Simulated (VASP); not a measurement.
Wanted: the native input for a VASP 6.6.1 run.

```
Task                   : relaxation of cell and atoms
Functional             : LDA
Potentials or basis    : VASP PAW LDA potentials, release 64 (Ba_sv)
Cutoff                 : 600 eV
k mesh                 : 12 × 12 × 12
Occupations            : gaussian, width 0.1 eV
Spin                   : no spin polarisation
Further INCAR settings : ALGO = Normal; EDIFF = 1e-07; IBRION = 2; EDIFFG = -0.005; NSW = 90; ISIF = 3
```

The structure of Ba lies in POSCAR:

```
Ba
1.0
   -2.5125000000      2.5125000000      2.5125000000
    2.5125000000     -2.5125000000      2.5125000000
    2.5125000000      2.5125000000     -2.5125000000
Ba
1
Direct
    0.0000000000      0.0000000000      0.0000000000
```

The input as run:

INCAR

```
PREC = Accurate ; ENCUT = 600
EDIFF = 1E-7 ; ISMEAR = 0
SIGMA = 0.1 ; LREAL = F
LASPH = T ; NELM = 60
ALGO = Normal ; ISIF = 3
LWAVE = F ; LCHARG = F
GGA = CA ; IBRION = 2
NSW = 90 ; EDIFFG = -0.005
```

KPOINTS

```
Automatic mesh
0
Gamma
  12 12 12
```

Potentials or basis: VASP PAW LDA potentials, release 64 (Ba_sv).

Run with:

```sh
$ cat potpaw_LDA.64/Ba_sv/POTCAR > POTCAR
$ mpirun -np 1 vasp_std > vasp.out
```

Results of the run:

```
Relaxed volume                         : 54.05 Å³/atom
Relaxed cell                           : a = 4.125 Å, b = 4.125 Å, c = 4.125 Å, α = 109.47°, β = 109.47°, γ = 109.47°
Space group after relaxing (to 0.05 Å) : Im-3m (No. 229)
Energy gained by relaxing              : 42.2 meV/atom
Ionic steps                            : 4
Pressure after relaxing                : 0.0 GPa
Band gap on the k mesh                 : none (metal or under the smearing width)
```

Caveat: the volume moved by -15 % from the deposited cell, more than functionals usually miss.

It took 77 s on 1 thread of AMD EPYC 9R45 (Zen 5) (shared host), peak memory 0.16 GiB.
